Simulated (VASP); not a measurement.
The system is Si2Ni.

```
CELL_PARAMETERS angstrom
0.00000 2.69623 2.69623
2.69623 0.00000 2.69623
2.69623 2.69623 0.00000
ATOMIC_POSITIONS crystal
Si 0.25000 0.25000 0.25000
Si 0.75000 0.75000 0.75000
Ni 0.00000 0.00000 0.00000
```

The cell comes from a database or a generator and needn't be the stable form of this composition.

Base run:

- Program: VASP 6.6.1
- Functional: PBEsol
- Potentials or basis: VASP PAW PBE potentials, release 64 (Si, Ni)
- Cutoff: 900 eV
- k mesh: 14 × 14 × 14
- Occupations: gaussian, width 0.1 eV
- Spin: collinear spin, ferromagnetic start
- Starting moments: [0.0, 0.0, 1.0] μB

Its results: band gap on the k mesh none (metal or under the smearing width); pressure 0.2 GPa; net moment 0.00 μB per cell.

Q: The run is repeated on the same cell with these changes: functional from PBEsol to r2SCAN; cutoff from 900 eV to 520 eV. What comes out?

A: Band gap on the k mesh none (metal or under the smearing width); pressure -0.9 GPa; net moment 0.00 μB per cell.

Caveats: the PAW data sets were made with another functional, which shifts forces and pressure a little.
